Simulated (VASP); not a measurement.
**InSb: what each functional gives for the gap**

How does the band gap of InSb depend on the functional? The starting structure is a measured crystal structure from the Crystallography Open Database. Cell and atoms stay as given. Meshes and data sets differ where the inputs say so.

Program: VASP 6.6.1. Level of theory: Kohn-Sham DFT with plane waves and PAW; 9 levels of theory, named at each step. Results are calculated unless marked as measured.

## (1) Set-up

It takes space group F-43m (No. 216, cubic). Conventional cell: a = 6.478 Å, b = 6.478 Å, c = 6.478 Å, α = 90.00°, β = 90.00°, γ = 90.00°. Sb has 4 In at 2.81 Å nearest. Nearest to In lie 4 Sb at 2.81 Å. Farther neighbours are not listed.

## (2) Bands with LDA

LDA, the lowest rung, knows the local density alone.

Input file INCAR:

```
SYSTEM = InSb
PREC = Accurate
ENCUT = 350
EDIFF = 1E-06
NELM = 100
ISMEAR = 0
SIGMA = 0.03
LREAL = .FALSE.
ALGO = Normal
GGA = CA
NBANDS = 21
LORBIT = 11
LWAVE = .FALSE.
LCHARG = .FALSE.
KPAR = 4
```

Input file POSCAR:

```
InSb
1.0
    0.0000000000      3.2391000000      3.2391000000
    3.2391000000      0.0000000000      3.2391000000
    3.2391000000      3.2391000000      0.0000000000
Sb In
1 1
Direct
    0.7500000000      0.7500000000      0.7500000000
    0.0000000000      0.0000000000      0.0000000000
```

Input file KPOINTS:

```
Automatic mesh
0
Gamma
6 6 6
0 0 0
```

Input file KPOINTS_OPT:

```
Line mode
10
Line-mode
Reciprocal
  0.00000000   0.00000000   0.00000000 GAMMA
  0.50000000   0.00000000   0.50000000 X

  0.50000000   0.00000000   0.50000000 X
  0.50000000   0.25000000   0.75000000 W

  0.50000000   0.25000000   0.75000000 W
  0.37500000   0.37500000   0.75000000 K

  0.37500000   0.37500000   0.75000000 K
  0.00000000   0.00000000   0.00000000 GAMMA

  0.00000000   0.00000000   0.00000000 GAMMA
  0.50000000   0.50000000   0.50000000 L

  0.50000000   0.50000000   0.50000000 L
  0.62500000   0.25000000   0.62500000 U

  0.62500000   0.25000000   0.62500000 U
  0.50000000   0.25000000   0.75000000 W

  0.50000000   0.25000000   0.75000000 W
  0.50000000   0.50000000   0.50000000 L

  0.50000000   0.50000000   0.50000000 L
  0.37500000   0.37500000   0.75000000 K

  0.62500000   0.25000000   0.62500000 U
  0.50000000   0.00000000   0.50000000 X
```

Potentials, in the order of the species: Sb and In_d (LDA family, release 64).

Run with:

```sh
> mpirun -np 4 vasp_std
```

The log of the run:

```text
[banner, memory and clock lines left out]
running    4 mpi-ranks, on    1 nodes
 distrk:  each k-point on    1 cores,    4 groups
 distr:  one band on    1 cores,    1 groups

 POSCAR found type information on POSCAR SbIn
 POSCAR found :  2 types and       2 ions
 LDA part: xc-table for (Slater(with rela. corr.)+CA(PZ))
 , standard interpolation
 POSCAR, INCAR and KPOINTS ok, starting setup
 FFT: planning ... GRIDC
 FFT: planning ... GRID_SOFT
 FFT: planning ... GRID
 WAVECAR not read
 entering main loop
       N       E                     dE             d eps       ncg     rms          rms(c)
DAV:   1     0.112087378709E+03    0.11209E+03   -0.61556E+03   672   0.644E+02
DAV:   2     0.220091425504E-01   -0.11207E+03   -0.10703E+03   705   0.205E+02
DAV:   3    -0.810518794313E+01   -0.81272E+01   -0.80805E+01   839   0.593E+01
DAV:   4    -0.833714182630E+01   -0.23195E+00   -0.23182E+00   785   0.111E+01
DAV:   5    -0.835078409337E+01   -0.13642E-01   -0.13642E-01  1003   0.236E+00    0.435E+00
DAV:   6    -0.822291742096E+01    0.12787E+00   -0.11570E-01   980   0.454E+00    0.247E+00
DAV:   7    -0.819150724785E+01    0.31410E-01   -0.53431E-02   960   0.179E+00    0.510E-01
DAV:   8    -0.818983418154E+01    0.16731E-02   -0.71974E-03   869   0.777E-01    0.308E-01
DAV:   9    -0.818990683874E+01   -0.72657E-04   -0.63140E-04   805   0.154E-01    0.876E-02
DAV:  10    -0.818991539115E+01   -0.85524E-05   -0.36181E-05   883   0.449E-02    0.380E-02
DAV:  11    -0.818991805129E+01   -0.26601E-05   -0.70319E-06   817   0.345E-02    0.303E-02
DAV:  12    -0.818991743429E+01    0.61700E-06   -0.80451E-07   642   0.475E-03
   1 F= -.81899174E+01 E0= -.81898103E+01  d E =-.214253E-03
 Start KPOINTS_OPT (optional k-point list driver)
k-point batch [1-16\100]
       N       E                     dE             ncg
DAV:   1     0.494650624699E+03   -0.46637E+04      682
DAV:   2    -0.132086123013E+04   -0.18155E+04      710
DAV:   3    -0.146350439400E+04   -0.14264E+03      822
DAV:   4    -0.146760652389E+04   -0.41021E+01      842
DAV:   5    -0.146781391515E+04   -0.20739E+00      997
DAV:   6    -0.146781686916E+04   -0.29540E-02      863
DAV:   7    -0.146781695686E+04   -0.87696E-04      995
DAV:   8    -0.146781695781E+04   -0.94978E-06      666
[...]
k-point batch [97-100\100]
       N       E                     dE             ncg
DAV:   1     0.554977529836E+04   -0.18753E+04      168
DAV:   2     0.512005528458E+04   -0.42972E+03      168
DAV:   3     0.508910643850E+04   -0.30949E+02      235
DAV:   4     0.508830410097E+04   -0.80234E+00      216
DAV:   5     0.508826635819E+04   -0.37743E-01      243
DAV:   6     0.508826565630E+04   -0.70189E-03      224
DAV:   7     0.508826563328E+04   -0.23019E-04      246
DAV:   8     0.508826563290E+04   -0.38391E-06      208
```

Wall time 6.2 s (4 MPI ranks of Intel Xeon 6975P-C (Granite Rapids), shared host); peak memory 0.6 GiB.

The logs omit lines about the potential files and the build; timing stands in the text.

Parts of OUTCAR (step 2):

```text
ion  position               nearest neighbor table
   1  0.750  0.750  0.750-   2 2.81   2 2.81   2 2.81   2 2.81
   2  0.000  0.000  0.000-   1 2.81   1 2.81   1 2.81   1 2.81

  LATTYP: Found a face centered cubic cell.
 ALAT       =     6.4782000000

 Subroutine GETGRP returns: Found 24 space group operations
 (whereof 24 operations were pure point group operations)

The static configuration has the point symmetry T_d .

 Found     16 irreducible k-points:

   k-points           NKPTS =     16   k-points in BZ     NKDIM =     16   number of bands    NBANDS=     21

   dimension x,y,z NGX =    28 NGY =   28 NGZ =   28
   dimension x,y,z NGXF=    56 NGYF=   56 NGZF=   56

   ENCUT  =  350.0 eV  25.72 Ry    5.07 a.u.   6.99  6.99  6.99*2*pi/ulx,y,z

   NELECT =      18.0000    total number of electrons

 k-points in reciprocal lattice and weights: Automatic mesh
   0.00000000  0.00000000  0.00000000       0.005
   0.16666667  0.00000000  0.00000000       0.037
   0.33333333  0.00000000  0.00000000       0.037
   0.50000000  0.00000000  0.00000000       0.019
   0.16666667  0.16666667  0.00000000       0.028
   0.33333333  0.16666667  0.00000000       0.111
   0.50000000  0.16666667  0.00000000       0.111
  -0.33333333  0.16666667  0.00000000       0.111
  -0.16666667  0.16666667  0.00000000       0.056
[...]
-0.33333333  0.33333333  0.16666667       0.111
  -0.33333333  0.50000000  0.16666667       0.056

 average (electrostatic) potential at core
       1 -88.2682       2 -95.8057

 E-fermi :   4.9105

 k-point     1 :       0.0000    0.0000    0.0000
  band No.  band energies     occupation
    ...
      6      -5.8745      2.00000
      7       4.5334      2.00000
      8       4.9014      1.33334
      9       4.9014      1.33334
     10       4.9014      1.33332
     11       7.8051      0.00000
     12       7.8051      0.00000
     13       7.8051      0.00000
     14      10.4316      0.00000
     15      13.1590      0.00000
    ...

 k-point     2 :       0.1667    0.0000    0.0000
  band No.  band energies     occupation
    ...
      5      -9.5718      2.00000
      6      -5.6247      2.00000
      7       2.3676      2.00000
      8       4.5618      2.00000
      9       4.5618      2.00000
     10       5.7747      0.00000
     11       8.2601      0.00000
     12       8.2601      0.00000
     13       8.5265      0.00000
     14      11.5657      0.00000
    ...

 k-point     3 :       0.3333    0.0000    0.0000
  band No.  band energies     occupation
    ...
      5      -9.5712      2.00000
      6      -4.9779      2.00000
      7       0.2221      2.00000
      8       4.0774      2.00000
      9       4.0774      2.00000
     10       5.4805      0.00000
     11       8.6641      0.00000
     12       8.6641      0.00000
     13      10.5735      0.00000
     14      11.4713      0.00000
    ...

  Total       -0.2670273     -0.2670273     -0.2670273     -0.0000000      0.0000000      0.0000000
  in kB       -6.2945290     -6.2945290     -6.2945290     -0.0000000      0.0000000      0.0000000
  external PRESSURE =      -6.2945290 kB  Pullay stress =       0.0000000 kB

  energy-cutoff  :      350.00
  volume of cell :       67.97
      direct lattice vectors                 reciprocal lattice vectors
     0.000000000  3.239100000  3.239100000    -0.154363867  0.154363867  0.154363867
     3.239100000  0.000000000  3.239100000     0.154363867 -0.154363867  0.154363867
     3.239100000  3.239100000  0.000000000     0.154363867  0.154363867 -0.154363867

 POSITION                                       TOTAL-FORCE (eV/Angst)
 -----------------------------------------------------------------------------------
      4.85865      4.85865      4.85865        -0.000000     -0.000000     -0.000000
      0.00000      0.00000      0.00000         0.000000      0.000000      0.000000
 -----------------------------------------------------------------------------------
    total drift:                                0.000000      0.000000      0.000000

  FREE ENERGIE OF THE ION-ELECTRON SYSTEM (eV)
  ---------------------------------------------------
  free  energy   TOTEN  =        -8.1899174343 eV

  energy  without entropy=       -8.1897031811  energy(sigma->0) =       -8.18981031

 total charge
# of ion       s       p       d       tot
------------------------------------------
    1        1.145   1.340   0.021   2.507
    2        0.885   0.726   9.860  11.471
--------------------------------------------------
tot          2.030   2.066   9.881  13.978

[... 3 further parts left out ...]
```

The run shows no gap at this level; if that holds and bands cross the Fermi level widely, this k-mesh is coarse for it. Spin-orbit coupling is off here; with elements this heavy it can split and shift levels by tenths of an eV.

LDA gives no gap.

## (3) Bands with PBE

PBE, the usual starting point, adds the gradient of the density.

Edit INCAR of step 2 so:

```diff
@@ -9,3 +9,3 @@
 ALGO = Normal
-GGA = CA
+GGA = PE
 NBANDS = 21
```

POSCAR is that of step 2.

KPOINTS is that of step 2.

KPOINTS_OPT is that of step 2.

PAW data sets: Sb and In_d (PBE family, release 64).

Run with:

```sh
> mpirun -np 4 vasp_std
```

The log of the run:

```text
[banner, memory and clock lines left out]
running    4 mpi-ranks, on    1 nodes
[...]
LDA part: xc-table for (Slater+PW92), standard interpolation
 POSCAR, INCAR and KPOINTS ok, starting setup
[...]
entering main loop
       N       E                     dE             d eps       ncg     rms          rms(c)
DAV:   1     0.111493050799E+03    0.11149E+03   -0.61854E+03   672   0.644E+02
DAV:   2     0.127701346551E+01   -0.11022E+03   -0.10525E+03   707   0.204E+02
DAV:   3    -0.676346999127E+01   -0.80405E+01   -0.79954E+01   829   0.592E+01
DAV:   4    -0.698311178709E+01   -0.21964E+00   -0.21951E+00   788   0.107E+01
[...]
DAV:  11    -0.688158767928E+01   -0.38558E-04   -0.62331E-05   737   0.486E-02    0.240E-02
DAV:  12    -0.688158889703E+01   -0.12177E-05   -0.14853E-06   784   0.835E-03    0.893E-03
DAV:  13    -0.688158921398E+01   -0.31695E-06   -0.10961E-06   734   0.548E-03
   1 F= -.68815892E+01 E0= -.68814821E+01  d E =-.214253E-03
 Start KPOINTS_OPT (optional k-point list driver)
k-point batch [1-16\100]
       N       E                     dE             ncg
DAV:   1     0.516815175506E+03   -0.46416E+04      677
DAV:   2    -0.126842881036E+04   -0.17852E+04      697
DAV:   3    -0.140431036378E+04   -0.13588E+03      822
DAV:   4    -0.140814911363E+04   -0.38387E+01      808
DAV:   5    -0.140836379050E+04   -0.21468E+00     1029
DAV:   6    -0.140836685011E+04   -0.30596E-02      824
DAV:   7    -0.140836695248E+04   -0.10237E-03     1042
DAV:   8    -0.140836695354E+04   -0.10590E-05      690
DAV:   9    -0.140836695362E+04   -0.81266E-07      557
[...]
k-point batch [97-100\100]
       N       E                     dE             ncg
DAV:   1     0.555587860327E+04   -0.18692E+04      168
DAV:   2     0.513323720440E+04   -0.42264E+03      168
DAV:   3     0.510383382127E+04   -0.29403E+02      235
DAV:   4     0.510309199196E+04   -0.74183E+00      216
DAV:   5     0.510305737850E+04   -0.34613E-01      238
DAV:   6     0.510305668374E+04   -0.69476E-03      224
DAV:   7     0.510305666044E+04   -0.23297E-04      251
DAV:   8     0.510305666003E+04   -0.40641E-06      208
```

Elapsed: 6.8 s, on 4 MPI ranks; peak memory 0.63 GiB.

OUTCAR, selected parts (step 3):

```text
  Total        1.2818812      1.2818812      1.2818812      0.0000000      0.0000000      0.0000000
  in kB       30.2172748     30.2172748     30.2172748      0.0000000      0.0000000      0.0000000
  external PRESSURE =      30.2172748 kB  Pullay stress =       0.0000000 kB

 POSITION                                       TOTAL-FORCE (eV/Angst)
 -----------------------------------------------------------------------------------
      4.85865      4.85865      4.85865         0.000000      0.000000      0.000000
      0.00000      0.00000      0.00000        -0.000000     -0.000000     -0.000000
 -----------------------------------------------------------------------------------
    total drift:                                0.000000      0.000000      0.000000

  FREE ENERGIE OF THE ION-ELECTRON SYSTEM (eV)
  ---------------------------------------------------
  free  energy   TOTEN  =        -6.8815892140 eV

  energy  without entropy=       -6.8813749608  energy(sigma->0) =       -6.88148209

[... 2 parts as in an earlier step ...]

[... 1 further part left out ...]
[key lines of the parts left out:]
E-fermi :   5.1269
```

PBE gives no gap.

## (4) Bands with r2SCAN

r2SCAN adds the kinetic-energy density, costs more than a GGA and is run with LASPH.

Edit INCAR of step 3 so:

```diff
@@ -9,3 +9,4 @@
 ALGO = Normal
-GGA = PE
+METAGGA = R2SCAN
+LASPH = .TRUE.
 NBANDS = 21
```

POSCAR is that of step 3.

KPOINTS is that of step 3.

KPOINTS_OPT is that of step 3.

Run with:

```sh
> mpirun -np 4 vasp_std
```

The log of the run:

```text
[banner, memory and clock lines left out]
running    4 mpi-ranks, on    1 nodes
[...]
|                                                                             |
|               ----> ADVICE to this user running VASP <----                  |
|                                                                             |
|     You enforced a specific xc type in the INCAR file but a different       |
|     [... a line on the potential file left out ...]
|     I HOPE YOU KNOW WHAT YOU ARE DOING!                                     |
|                                                                             |

 LDA part: xc-table for (None), standard interpolation
 POSCAR, INCAR and KPOINTS ok, starting setup
[...]
entering main loop
       N       E                     dE             d eps       ncg     rms          rms(c)
DAV:   1     0.697741727020E+02    0.69774E+02   -0.63234E+03   672   0.661E+02
DAV:   2    -0.433884593995E+02   -0.11316E+03   -0.10812E+03   715   0.209E+02
[...]
DAV:  14    -0.487316669446E+02    0.32864E-06   -0.37218E-07   476   0.505E-03
   1 F= -.48731667E+02 E0= -.48731667E+02  d E =-.363277E-10
 Start KPOINTS_OPT (optional k-point list driver)
k-point batch [1-16\100]
       N       E                     dE             ncg
DAV:   1     0.429370138645E+03   -0.47290E+04      682
DAV:   2    -0.140582644566E+04   -0.18352E+04      702
DAV:   3    -0.155136859353E+04   -0.14554E+03      815
DAV:   4    -0.155555844850E+04   -0.41899E+01      847
DAV:   5    -0.155580048942E+04   -0.24204E+00     1008
DAV:   6    -0.155580381383E+04   -0.33244E-02      830
DAV:   7    -0.155580398429E+04   -0.17046E-03     1082
DAV:   8    -0.155580398608E+04   -0.17951E-05      690
DAV:   9    -0.155580398619E+04   -0.11319E-06      546
[...]
k-point batch [97-100\100]
       N       E                     dE             ncg
DAV:   1     0.553130754386E+04   -0.18937E+04      168
DAV:   2     0.509706879706E+04   -0.43424E+03      168
DAV:   3     0.506616356678E+04   -0.30905E+02      235
DAV:   4     0.506535127168E+04   -0.81230E+00      224
DAV:   5     0.506532254517E+04   -0.28727E-01      243
DAV:   6     0.506532163769E+04   -0.90748E-03      232
DAV:   7     0.506532161119E+04   -0.26504E-04      238
DAV:   8     0.506532161035E+04   -0.83803E-06      192
```

Run time: 25 s. Hardware: 4 MPI ranks; peak memory 0.63 GiB.

From OUTCAR (step 4):

```text
  Total        0.6447981      0.6447981      0.6447981     -0.0000000     -0.0000000      0.0000000
  in kB       15.1995688     15.1995688     15.1995688     -0.0000000     -0.0000000      0.0000000
  external PRESSURE =      15.1995688 kB  Pullay stress =       0.0000000 kB

 POSITION                                       TOTAL-FORCE (eV/Angst)
 -----------------------------------------------------------------------------------
      4.85865      4.85865      4.85865         0.000000      0.000000      0.000000
      0.00000      0.00000      0.00000        -0.000000     -0.000000     -0.000000
 -----------------------------------------------------------------------------------
    total drift:                               -0.000014     -0.000014     -0.000014

  FREE ENERGIE OF THE ION-ELECTRON SYSTEM (eV)
  ---------------------------------------------------
  free  energy   TOTEN  =       -48.7316669446 eV

  energy  without entropy=      -48.7316669446  energy(sigma->0) =      -48.73166694

[... 2 parts as in an earlier step ...]

[... 1 further part left out ...]
[key lines of the parts left out:]
E-fermi :   5.0557
```

r2SCAN gives a direct gap of 0.239 eV.

## (5) Bands with TB-mBJ

TB-mBJ is a local potential fitted to gaps: it costs far less than a hybrid but gives no energy. Its energies, forces and stress mean nothing.

Edit INCAR of step 4 so:

```diff
@@ -4,3 +4,3 @@
 EDIFF = 1E-06
-NELM = 100
+NELM = 150
 ISMEAR = 0
@@ -9,3 +9,3 @@
 ALGO = Normal
-METAGGA = R2SCAN
+METAGGA = MBJ
 LASPH = .TRUE.
```

POSCAR is that of step 4.

KPOINTS is that of step 4.

KPOINTS_OPT is that of step 4.

Run with:

```sh
> mpirun -np 4 vasp_std
```

The log of the run:

```text
[banner, memory and clock lines left out]
running    4 mpi-ranks, on    1 nodes
[...]
[... a notice as in an earlier step ...]

 LDA part: xc-table for (None), standard interpolation
 POSCAR, INCAR and KPOINTS ok, starting setup
[...]
entering main loop
       N       E                     dE             d eps       ncg     rms          rms(c)
DAV:   1     0.703816760377E+03    0.70382E+03   -0.60653E+03   672   0.637E+02
DAV:   2     0.595585667151E+03   -0.10823E+03   -0.10311E+03   707   0.199E+02
DAV:   3     0.588032607899E+03   -0.75531E+01   -0.75103E+01   848   0.573E+01
DAV:   4     0.587829376268E+03   -0.20323E+00   -0.20312E+00   841   0.101E+01
[...]
DAV:  30     0.589488564010E+03   -0.24424E-05   -0.15071E-09   416   0.212E-04    0.747E-04
DAV:  31     0.589488519474E+03   -0.44536E-04   -0.33809E-09   406   0.478E-04    0.713E-04
DAV:  32     0.589488519714E+03    0.24035E-06   -0.18799E-09   416   0.216E-04
   1 F= 0.58948852E+03 E0= 0.58948852E+03  d E =-.616040E-24
 Start KPOINTS_OPT (optional k-point list driver)
k-point batch [1-16\100]
       N       E                     dE             ncg
DAV:   1     0.442513899870E+03   -0.47159E+04      677
DAV:   2    -0.132684026447E+04   -0.17694E+04      697
DAV:   3    -0.146813824980E+04   -0.14130E+03      840
DAV:   4    -0.147224943952E+04   -0.41112E+01      868
DAV:   5    -0.147254540742E+04   -0.29597E+00     1190
DAV:   6    -0.147254807375E+04   -0.26663E-02      898
DAV:   7    -0.147254819001E+04   -0.11626E-03     1085
DAV:   8    -0.147254819071E+04   -0.70803E-06      727
[...]
k-point batch [97-100\100]
       N       E                     dE             ncg
DAV:   1     0.553798526879E+04   -0.18870E+04      168
DAV:   2     0.511906664280E+04   -0.41892E+03      168
DAV:   3     0.508825932200E+04   -0.30807E+02      232
DAV:   4     0.508744496283E+04   -0.81436E+00      188
DAV:   5     0.508737477067E+04   -0.70192E-01      323
DAV:   6     0.508737445638E+04   -0.31429E-03      201
DAV:   7     0.508737444470E+04   -0.11676E-04      286
DAV:   8     0.508737444450E+04   -0.20635E-06      180
```

It took 15 s on 4 MPI ranks; peak memory 0.64 GiB; 57 s of CPU time.

Parts of OUTCAR (step 5):

```text
  Total      -46.2355744    -46.2355744    -46.2355744     -0.0000000      0.0000000      0.0000000
  in kB    -1089.8927807  -1089.8927807  -1089.8927807     -0.0000000      0.0000000      0.0000000
  external PRESSURE =   -1089.8927807 kB  Pullay stress =       0.0000000 kB

 POSITION                                       TOTAL-FORCE (eV/Angst)
 -----------------------------------------------------------------------------------
      4.85865      4.85865      4.85865         0.000000     -0.000000      0.000000
      0.00000      0.00000      0.00000        -0.000000      0.000000     -0.000000
 -----------------------------------------------------------------------------------
    total drift:                               -0.000381     -0.000381     -0.000381

  FREE ENERGIE OF THE ION-ELECTRON SYSTEM (eV)
  ---------------------------------------------------
  free  energy   TOTEN  =       589.4885197144 eV

  energy  without entropy=      589.4885197144  energy(sigma->0) =      589.48851971

[... 2 parts as in an earlier step ...]

[... 1 further part left out ...]
[key lines of the parts left out:]
E-fermi :   5.2730
```

TB-mBJ gives a direct gap of 0.518 eV.

(Part 1 of 3 ends here.)

[Lines on the potential files, build, host, timing and source positions are cut from VASP's logs without a mark.]

[Logs are printed without paths, hosts, clocks, repeated set-up lines and the standing remarks that a program may print on its own settings, such as how far it seeks lower states.]

[Hosts, paths, dates, database ids (printed as entryN), source tags and the programs' standing remarks are cut or masked in the printed files.]
